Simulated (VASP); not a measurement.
Here is the system:

```xyz
1
Lattice="2.7085 0.0000 0.0000 0.0000 2.7085 0.0000 0.0000 0.0000 2.7085" Properties=species:S:1:pos:R:3 pbc="T T T"
Ta     0.0000     0.0000     0.0000
```

These are PBEsol GGA, VASP's PBE PAW potentials (set 64) (plane waves; VASP) values and carry that method's errors. Settings: 400 eV cut-off, 12×12×12 Γ-centred mesh, first-order Methfessel-Paxton smearing of 0.10 eV, potentials Ta_pv.

Unless said otherwise, spin-orbit coupling is left out, though it shifts the bands of the heavy elements here.

Task: Predict the energy per atom (σ→0), band gap (on the k-mesh) with the smallest direct gap where there is one.

Result: 
```
Property                                                     Value
------------------------  ----------------------------------------
band gap (on the k-mesh)  none (metal, semimetal or under 0.01 eV)
energy per atom (σ→0)                              -11.418 eV/atom
```

Total energies compare only between runs with the same potentials, cut-off and functional.

The structure was generated: Ta was put into the simple-cubic type (Pm-3m), which need not be its known phase. It was relaxed first. The start is the result of an earlier pass.
